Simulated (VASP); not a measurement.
# BiB (I-4m2) in VASP: a series of runs

One crystal, BiB, is run at these levels: PBE, r2SCAN; tasks: single point.

Program: VASP 6.6.1. These are calculated values, not measurements. Logs are shortened: lines on timing, memory, paths and dates and some standing lists are left out, and cuts for length are marked.

## 1. The cell of the first run

The structure is tetragonal, space group I-4m2 (No. 119). The conventional cell has a = 3.978 Å, b = 3.978 Å, c = 5.402 Å, α = 90.00°, β = 90.00°, γ = 90.00°. B (site symmetry -4m2) has 4 Bi at 2.40 Å as nearest neighbours. Bi (site symmetry -4m2) is surrounded by 4 B at 2.40 Å.

The cell was built by a generator and needn't be a form met in nature.

## 2. Single point, PBE (epitaxial_xy strain +2.5%)

The input, INCAR:

```
SYSTEM = BiB
PREC = Accurate
ENCUT = 520
EDIFF = 1E-6
ISMEAR = -1
SIGMA = 0.02
LREAL = .False.
LASPH = .True.
NELM = 100
ALGO = Normal
ISIF = 2
LWAVE = .False.
LCHARG = .False.
GGA = PE
NBANDS = 16
```

The input, KPOINTS:

```
regular mesh
0
Gamma
  8 8 8
  0 0 0
```

The input, POSCAR:

```
BiB
1.0
    0.0000000000      2.8126728681      2.7011386628
    2.8126728681      0.0000000000      2.7011386628
    2.8126728681      2.8126728681      0.0000000000
B Bi
1 1
Direct
    0.0000000000      0.0000000000      0.0000000000
    0.2500000000      0.2500000000      0.2500000000
```

Potentials or basis: VASP PAW PBE potentials, release 64 (B, Bi_d).

Started as:

```
$ cat potpaw_PBE.64/B/POTCAR potpaw_PBE.64/Bi_d/POTCAR > POTCAR
$ mpirun -np 1 vasp_std > vasp.out
```

OUTCAR:

```text
SYSTEM = BiB
   PREC = Accurate
   ENCUT = 520
   EDIFF = 1E-6
   ISMEAR = -1
   LREAL = .False.
   LASPH = .True.
   NELM = 100
   ISIF = 2
   GGA = PE

 ion  position               nearest neighbor table
   1  0.000  0.000  0.000-   2 2.40   2 2.40   2 2.40   2 2.40
   2  0.250  0.250  0.250-   1 2.40   1 2.40   1 2.40   1 2.40

  LATTYP: Found a body centered tetragonal cell.
 ALAT       =     3.9777201166
 C/A-ratio  =     1.3581340987

  Lattice vectors:

 A1 = (   0.0000000000,  -2.8126728681,  -2.7011386628)
 A2 = (   0.0000000000,   2.8126728681,  -2.7011386628)
 A3 = (   2.8126728681,   0.0000000000,   2.7011386628)

Analysis of symmetry for initial positions (statically):
=====================================================================
 Subroutine PRICEL returns:
 Original cell was already a primitive cell.

 Routine SETGRP: Setting up the symmetry group for a
 body centered tetragonal supercell.

 Subroutine GETGRP returns: Found  8 space group operations
 (whereof  8 operations were pure point group operations)
 out of a pool of 16 trial point group operations.

The static configuration has the point symmetry D_2d.

Analysis of symmetry for dynamics (positions and initial velocities):
=====================================================================
 Subroutine PRICEL returns:
 Original cell was already a primitive cell.

 Routine SETGRP: Setting up the symmetry group for a
 body centered tetragonal supercell.

 Subroutine GETGRP returns: Found  8 space group operations
 (whereof  8 operations were pure point group operations)
 out of a pool of 16 trial point group operations.

The dynamic configuration has the point symmetry D_2d.

 Subroutine INISYM returns: Found  8 space group operations
 (whereof  8 operations are pure point group operations),
 and found     1 'primitive' translations

----------------------------------------------------------------------------------------

                                     Primitive cell

  volume of cell :      42.7381

  direct lattice vectors                    reciprocal lattice vectors
     0.000000000  2.812672868  2.701138663    -0.177766851  0.177766851  0.185107121
     2.812672868  0.000000000  2.701138663     0.177766851 -0.177766851  0.185107121
     2.812672868  2.812672868  0.000000000     0.177766851  0.177766851 -0.185107121

  length of vectors
     3.899651105  3.899651105  3.977720117     0.312196658  0.312196658  0.312196658

  position of ions in fractional coordinates (direct lattice)
     0.000000000  0.000000000  0.000000000
     0.250000000  0.250000000  0.250000000

  ion indices of the primitive-cell ions
   primitive index   ion index
                 1           1
                 2           2

----------------------------------------------------------------------------------------

 KPOINTS: regular mesh

Automatic generation of k-mesh.
 Grid dimensions read from file:
 generate k-points for:    8    8    8

 Generating k-lattice:

  Cartesian coordinates                     Fractional coordinates (reciprocal lattice)
    -0.022220856  0.022220856  0.023138390     0.125000000  0.000000000  0.000000000
     0.022220856 -0.022220856  0.023138390     0.000000000  0.125000000  0.000000000
     0.022220856  0.022220856 -0.023138390     0.000000000  0.000000000  0.125000000

  Length of vectors
     0.039024582  0.039024582  0.039024582

  Shift w.r.t. Gamma in fractional coordinates (k-lattice)
     0.000000000  0.000000000  0.000000000

 Subroutine IBZKPT returns following result:
 ===========================================

 Found     59 irreducible k-points:

 Following reciprocal coordinates:
            Coordinates               Weight
  0.000000  0.000000  0.000000      1.000000
  0.125000  0.000000  0.000000      8.000000
  0.250000  0.000000  0.000000      8.000000
  0.375000 -0.000000  0.000000      8.000000
  0.500000  0.000000  0.000000      4.000000
  0.125000  0.125000  0.000000      2.000000
[... 16 lines left out ...]
  0.250000 -0.000000  0.125000     16.000000
  0.375000 -0.000000  0.125000     16.000000
 [... further k-points ...]
   k-points           NKPTS =     59   k-points in BZ     NKDIM =     59   number of bands    NBANDS=     16
   number of dos      NEDOS =    301   number of ions     NIONS =      2
   total plane-waves  NPLWV =  27000
   dimension x,y,z NGX =    30 NGY =   30 NGZ =   30
   dimension x,y,z NGXF=    60 NGYF=   60 NGZF=   60
   ions per type =               1   1
   NGX,Y,Z   is equivalent  to a cutoff of  12.79, 12.79, 12.54 a.u.
   NGXF,Y,Z  is equivalent  to a cutoff of  25.58, 25.58, 25.08 a.u.
 SYSTEM =  BiB
   PREC   = accura    normal or accurate (medium, high low for compatibility)
   ISTART =      0    job   : 0-new  1-cont  2-samecut
   ICHARG =      2    charge: 1-file 2-atom 10-const
   ISPIN  =      1    spin polarized calculation?
   LNONCOLLINEAR =      F non collinear calculations
   LSORBIT =      F    spin-orbit coupling
   LASPH  =      T    aspherical Exc in radial PAW
   ENCUT  =  520.0 eV  38.22 Ry    6.18 a.u.   7.25  7.25  7.40*2*pi/ulx,y,z
   NELM   =    100;   NELMIN=  2; NELMDL= -5     # of ELM steps
   EDIFF  = 0.1E-05   stopping-criterion for ELM
   LREAL  =      F    real-space projection
   EDIFFG = 0.1E-04   stopping-criterion for IOM
   NSW    =      0    number of steps for IOM
   IBRION =     -1    ionic relax: 0-MD 1-quasi-New 2-CG
   NFREE  =      0    steps in history (QN), initial steepest desc. (CG)
   ISIF   =      2    stress and relaxation
   ISYM   =      2    0-nonsym 1-usesym 2-fastsym
   POTIM  = 0.5000    time-step for ionic-motion
   TEBEG  =    0.0;   TEEND  =   0.0 temperature during run
   PSTRESS=    0.0 pullay stress
   NELECT =      18.0000    total number of electrons
   NUPDOWN=      -1.0000    fix difference up-down
   EMIN   =  10.00;   EMAX   =-10.00  energy-range for DOS
   EFERMI =   0.00;   METHOD = LEGACY
   ISMEAR =    -1;   SIGMA  =   0.02  broadening in eV -4-tet -1-fermi 0-gaus
   EFERMI_NEDOS =   21; number of points for ismear=-14 and -15
   IALGO  =     38    algorithm
   IMIX   =      4    mixing-type and parameters
     AMIX     =   0.40;   BMIX     =  1.00
     AMIX_MAG =   1.60;   BMIX_MAG =  1.00
  volume/ion in A,a.u.               =      21.37       144.21
  Fermi-wavevector in a.u.,A,eV,Ry     =   1.227139  2.318957 20.488619  1.505871
  Thomas-Fermi vector in A             =   2.362114
   LORBIT       =      0    0 simple, 1 ext, 2 COOP (PROOUT), +10 PAW based schemes
   GGA     = PE    functional components
   LHFCALC =     F    Hartree Fock is set to
   AEXX    =    0.0000 exact exchange contribution
   IVDW    =     0    specifies the selected vdW correction
   LEPSILON=     F    determine dielectric tensor
   LRPA    =     F    only Hartree local field effects (RPA)
 non-spin polarized calculation
  energy-cutoff  :      520.00
  volume of cell :       42.74
 maximum number of plane-waves:      1187
 NGX is ok and might be reduce to    30
   NGX = 15   NGY = 15   NGZ = 15

 number of electron      18.0000006 magnetization

 Free energy of the ion-electron system (eV)
  ---------------------------------------------------
  ext. energy  EPLUGINS =         0.00000000
  ---------------------------------------------------
  free energy    TOTEN  =        -8.97834790 eV

  energy without entropy =       -8.97833636  energy(sigma->0) =       -8.97834213

 E-fermi :   6.8558     XC(G=0):  -9.8773

 val. band max:        6.7691954394   @ k =   0.0000   0.0000   0.0000
 cond. band min:       6.9453420786   @ k =   0.0000   0.0000   0.0000
 fundamental gap:      0.1761466392
 Fermi energy:         6.8557761412

 k-point     1 :       0.0000    0.0000    0.0000
  band No.  band energies     occupation
      1     -16.3258      2.00000
      2     -16.3258      2.00000
      3     -16.3079      2.00000
      4     -16.2489      2.00000
      5     -16.2454      2.00000
      6      -7.1302      2.00000
[... 8 lines left out ...]
     15      16.9776      0.00000
     16      16.9776      0.00000

 k-point     2 :       0.1250    0.0000    0.0000
  band No.  band energies     occupation
      1     -16.3230      2.00000
      2     -16.3202      2.00000
      3     -16.3048      2.00000
      4     -16.2492      2.00000
      5     -16.2444      2.00000
      6      -6.9382      2.00000
[... 8 lines left out ...]
     15      16.0993      0.00000
     16      16.3356      0.00000

 k-point     3 :       0.2500    0.0000    0.0000
  band No.  band energies     occupation
      1     -16.3185      2.00000
      2     -16.3097      2.00000
      3     -16.2979      2.00000
      4     -16.2470      2.00000
      5     -16.2390      2.00000
      6      -6.3894      2.00000
[... 8 lines left out ...]
     15      15.9445      0.00000
     16      16.2223      0.00000

 k-point     4 :       0.3750   -0.0000    0.0000
  band No.  band energies     occupation
      1     -16.3159      2.00000
      2     -16.3041      2.00000
      3     -16.2943      2.00000
      4     -16.2399      2.00000
      5     -16.2287      2.00000
      6      -5.6267      2.00000
[... 8 lines left out ...]
     15      16.8785      0.00000
     16      16.9371      0.00000
[... 324 lines left out ...]
 k-point    22 :       0.1250    0.0000    0.1250
  band No.  band energies     occupation
      1     -16.3308      2.00000
      2     -16.3139      2.00000
      3     -16.2988      2.00000
      4     -16.2507      2.00000
      5     -16.2435      2.00000
      6      -6.8799      2.00000
[... 8 lines left out ...]
     15      14.6727      0.00000
     16      17.5723      0.00000

 k-point    23 :       0.2500   -0.0000    0.1250
  band No.  band energies     occupation
      1     -16.3307      2.00000
      2     -16.3020      2.00000
      3     -16.2903      2.00000
      4     -16.2520      2.00000
      5     -16.2392      2.00000
      6      -6.4525      2.00000
[... 8 lines left out ...]
     15      15.7450      0.00000
     16      17.3834      0.00000

 k-point    24 :       0.3750   -0.0000    0.1250
  band No.  band energies     occupation
      1     -16.3242      2.00000
      2     -16.2959      2.00000
      3     -16.2865      2.00000
      4     -16.2462      2.00000
      5     -16.2321      2.00000
      6      -5.7440      2.00000
[... 8 lines left out ...]
     15      16.2840      0.00000
     16      17.7457      0.00000

 [... further k-points ...]

------------------------ aborting loop because EDIFF is reached ----------------------------------------

  FORCE on cell =-STRESS in cart. coord.  units (eV):
  Direction    XX          YY          ZZ          XY          YZ          ZX
  --------------------------------------------------------------------------------------
  -------------------------------------------------------------------------------------
  Total       -0.5824396     -0.5824396      0.2940379      0.0000000     -0.0000000      0.0000000
  in kB      -21.8346466    -21.8346466     11.0229685      0.0000000     -0.0000000      0.0000000
  external PRESSURE =     -10.8821083 kB  Pullay stress =       0.0000000 kB

 VOLUME and BASIS-vectors are now :
 -----------------------------------------------------------------------------
  energy-cutoff  :      520.00
  volume of cell :       42.74
      direct lattice vectors                 reciprocal lattice vectors
     0.000000000  2.812672868  2.701138663    -0.177766851  0.177766851  0.185107121
     2.812672868  0.000000000  2.701138663     0.177766851 -0.177766851  0.185107121
     2.812672868  2.812672868  0.000000000     0.177766851  0.177766851 -0.185107121

 POSITION                                       TOTAL-FORCE (eV/Angst)
 -----------------------------------------------------------------------------------
      0.00000      0.00000      0.00000         0.000000      0.000000      0.000000
      1.40634      1.40634      1.35057         0.000000      0.000000      0.000000
 -----------------------------------------------------------------------------------
    total drift:                                0.000000      0.000000     -0.000000

  FREE ENERGIE OF THE ION-ELECTRON SYSTEM (eV)
  ---------------------------------------------------
  free  energy   TOTEN  =        -8.9783478954 eV

  energy  without entropy=       -8.9783363587  energy(sigma->0) =       -8.97834213
```

Run time: 69 s. Hardware: 1 thread of AMD EPYC 7R43 (Zen 3), shared host; peak memory 0.15 GiB.

Results:

- Free energy: -8.9783 eV
- Pressure: -1.1 GPa
- Band gap on the k mesh: 0.18 eV, direct

Stress tensor (GPa, compression positive):
```
-2.18  0.00  0.00
 0.00 -2.18  0.00
 0.00  0.00  1.10
```

Caveat: spin-orbit coupling is left out, which as a rule narrows the gap of such compounds by several tenths of an eV.

## 3. Single point, r2SCAN (shear_111 strain -0.8%)

The input, POSCAR:

```
BiB
1.0
   -0.0137243723      2.7311500964      2.7311500964
    2.7311500964     -0.0137243723      2.7311500964
    2.7311500964      2.7311500964     -0.0137243723
B Bi
1 1
Direct
   -0.0002690072     -0.0002690072     -0.0002690072
    0.2502690072      0.2502690072      0.2502690072
```

The input, INCAR.step1:

```
ALGO = Normal
EDIFF = 1E-4
ENCUT = 520
GGA = PE
ISMEAR = 0
LASPH = T
LCHARG = F
LREAL = F
LWAVE = T
NBANDS = 16
NELM = 100
PREC = Accurate
SIGMA = 0.01
```

The input, INCAR.step2:

```
ALGO = Normal
EDIFF = 1E-6
ENCUT = 520
ISIF = 2
ISMEAR = 0
ISTART = 1
LASPH = T
LCHARG = F
LMIXTAU = T
LREAL = F
LWAVE = F
METAGGA = R2SCAN
NBANDS = 16
NELM = 100
PREC = Accurate
SIGMA = 0.01
```

The input, KPOINTS:

```
k-points
0
Gamma
  8 8 8
```

Potentials or basis: VASP PAW PBE potentials, release 64 (B, Bi_d).

Started as:

```
$ cat potpaw_PBE.64/B/POTCAR potpaw_PBE.64/Bi_d/POTCAR > POTCAR
$ cp INCAR.step1 INCAR
$ mpirun -np 1 vasp_std > vasp.out
$ cp INCAR.step2 INCAR
$ mpirun -np 1 vasp_std > vasp.out
```

Wall time 4.5 min (1 thread of AMD EPYC 7R43 (Zen 3), shared host); peak memory 0.16 GiB.

It converged, with:

```
Free energy            : -64.3070 eV
Pressure               : 0.5 GPa
Band gap on the k mesh : 0.42 eV, direct
```

Stress tensor (GPa, compression positive):
```
0.55 0.41 0.41
0.41 0.55 0.41
0.41 0.41 0.55
```

Levels at points of the mesh, in eV from the valence-band top:
```tsv
k point	band 6	band 7	band 8	band 9	band 10	band 11	band 12	band 13
(0.00, 0.00, 0.00)	-14.93	-0.05	-0.05	0.00	0.42	2.88	2.88	2.98
(0.50, 0.00, 0.00)	-12.71	-8.22	-1.77	-1.74	0.55	4.38	4.41	6.48
(0.50, 0.50, 0.00)	-11.65	-8.44	-3.77	-3.71	0.96	1.12	9.00	9.30
(0.50, 0.50, 0.50)	-12.65	-8.21	-1.81	-1.81	0.44	4.35	4.35	6.46
```

Caveat: the PAW data sets were made with another functional, which shifts forces and pressure a little; spin-orbit coupling is left out, which as a rule narrows the gap of such compounds by several tenths of an eV.
